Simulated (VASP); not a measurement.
Energy against volume of ZrB2 (AlB2 type). Calculation: LDA (Ceperley-Alder, Perdew-Zunger), VASP's LDA PAW potentials (set 64) (plane waves; VASP). Numerical set-up: 520 eV cut-off, 11×11×9 Γ-centred mesh, first-order Methfessel-Paxton smearing of 0.10 eV, potentials Zr_sv B.

Shape and ions are relaxed at each volume.

```tsv
V (Å³/atom)	E (eV/atom)
9.312	-9.12966
9.610	-9.15414
9.907	-9.16179
10.204	-9.15491
```

Q: Fit these four points and predict the energy of the run at 10.501 Å³/atom.

A: A cubic in V^(−2/3), the third-order Birch-Murnaghan form, passes through the four points with V0 = 9.91 Å³/atom and B0 = 261 GPa, and gives -9.1354 eV/atom there. The run gave -9.1355 eV/atom, -0.1 meV/atom from the fit; all five points give B0 = 260 GPa.

The compound is ZrB2 in the AlB2 type structure. It was relaxed first.
